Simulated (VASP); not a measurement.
Method: PBE GGA, VASP's PBE PAW potentials (set 64) (plane waves; VASP 6.6.1).

A VASP calculation is set up with these files.

KPOINTS:
```
Automatic mesh
0
Gamma
1 1 1
0 0 0
```

### POSCAR
```
Zn32PSe31
1
   11.4825331920     0.0000000000     0.0000000000
    0.0000000000    11.4825331920     0.0000000000
   -0.0000000000    -0.0000000000    11.4825331920
Zn Se P
32 31 1
Direct
  0.5000000000   0.0000000000   0.0000000000
  0.7500000000   0.2500000000   0.0000000000
  0.7500000000   0.0000000000   0.2500000000
  0.0000000000   0.0000000000   0.0000000000
  0.2500000000   0.2500000000   0.0000000000
  0.5000000000   0.5000000000   0.0000000000
  0.7500000000   0.7500000000   0.0000000000
  0.2500000000   0.0000000000   0.2500000000
  0.5017850000   0.2543360000   0.2512060000
  0.7456320000   0.4962280000   0.2506020000
  0.5000000000   0.0000000000   0.5000000000
  0.7462500000   0.2480790000   0.4963470000
  0.7500000000   0.0000000000   0.7500000000
  0.0000000000   0.5000000000   0.0000000000
  0.2500000000   0.7500000000   0.0000000000
  0.0000000000   0.2500000000   0.2500000000
  0.2500000000   0.5000000000   0.2500000000
  0.5000000000   0.7500000000   0.2500000000
  0.0000000000   0.0000000000   0.5000000000
  0.2500000000   0.2500000000   0.5000000000
  0.4981560000   0.5003510000   0.4965980000
  0.7500000000   0.7500000000   0.5000000000
  0.2500000000   0.0000000000   0.7500000000
  0.5000000000   0.2500000000   0.7500000000
  0.7500000000   0.5000000000   0.7500000000
  0.0000000000   0.7500000000   0.2500000000
  0.0000000000   0.5000000000   0.5000000000
  0.2500000000   0.7500000000   0.5000000000
  0.0000000000   0.2500000000   0.7500000000
  0.2500000000   0.5000000000   0.7500000000
  0.5000000000   0.7500000000   0.7500000000
  0.0000000000   0.7500000000   0.7500000000
  0.6250000000   0.1250000000   0.1250000000
  0.8750000000   0.3750000000   0.1250000000
  0.8750000000   0.1250000000   0.3750000000
  0.1250000000   0.1250000000   0.1250000000
  0.3750000000   0.3750000000   0.1250000000
  0.6250000000   0.6250000000   0.1250000000
  0.8750000000   0.8750000000   0.1250000000
  0.3750000000   0.1250000000   0.3750000000
  0.8750000000   0.6250000000   0.3750000000
  0.6250000000   0.1250000000   0.6250000000
  0.8750000000   0.3750000000   0.6250000000
  0.8750000000   0.1250000000   0.8750000000
  0.1250000000   0.6250000000   0.1250000000
  0.3750000000   0.8750000000   0.1250000000
  0.1250000000   0.3750000000   0.3750000000
  0.3750000000   0.6250000000   0.3750000000
  0.6250000000   0.8750000000   0.3750000000
  0.1250000000   0.1250000000   0.6250000000
  0.3750000000   0.3750000000   0.6250000000
  0.6250000000   0.6250000000   0.6250000000
  0.8750000000   0.8750000000   0.6250000000
  0.3750000000   0.1250000000   0.8750000000
  0.6250000000   0.3750000000   0.8750000000
  0.8750000000   0.6250000000   0.8750000000
  0.1250000000   0.8750000000   0.3750000000
  0.1250000000   0.6250000000   0.6250000000
  0.3750000000   0.8750000000   0.6250000000
  0.1250000000   0.3750000000   0.8750000000
  0.3750000000   0.6250000000   0.8750000000
  0.6250000000   0.8750000000   0.8750000000
  0.1250000000   0.8750000000   0.8750000000
  0.6207520000   0.3718220000   0.3762820000
```

**INCAR**
```
NELMIN = 4
LASPH = T   # aspherical one-centre terms
NELECT = 576.0
LMAXMIX = 4   # l cut-off of mixed one-centre charges
PREC = Normal
SYSTEM = Zn32PSe31
NSW = 60
LWAVE = F
EDIFF = 1E-5
ISMEAR = 0   # Gaussian
SIGMA = 0.05
LREAL = Auto   # projection in real space or not
ENCUT = 400
ALGO = Fast   # Davidson, then RMM-DIIS
IBRION = 2   # conjugate gradients
LCHARG = F
GGA = PE
NELM = 100   # most electronic steps
ISIF = 2   # forces and stress, cell fixed
ISYM = 0
EDIFFG = -0.03
```

POTCAR, in this order: Zn Se P (PBE.64 set). Program: vasp_gam.

The cell is charged, with a uniform compensating background. The supercell is sampled at Γ alone, which is coarse: total energies, pressure and levels can be off, energies of defects by several tenths of an eV.

**Question.** What does the run give for the energy per atom (σ→0)?

**Answer.** 
* **energy per atom (σ→0)**: -2.959 eV/atom

### OSZICAR
```
...
RMM:   4    -0.189383090583E+03   -0.46691E-06   -0.11533E-05   406   0.790E-03
  11 F= -.18938309E+03 E0= -.18938309E+03  d E =-.181180E-02
       N       E                     dE             d eps       ncg     rms          rms(c)
DAV:   1    -0.189383438737E+03   -0.34862E-03   -0.26985E-01   708   0.835E-01    0.901E-02
RMM:   2    -0.189383653788E+03   -0.21505E-03   -0.23763E-03   690   0.918E-02    0.311E-02
RMM:   3    -0.189383679344E+03   -0.25556E-04   -0.31706E-04   692   0.341E-02    0.248E-02
RMM:   4    -0.189383681235E+03   -0.18910E-05   -0.52248E-05   546   0.162E-02
  12 F= -.18938368E+03 E0= -.18938368E+03  d E =-.590652E-03
```

The cell is a supercell with a defect, built from ZnSe (zinc blende): P_Se, charge -1. The run is not spin-polarised, so no state with unpaired spins was tried.
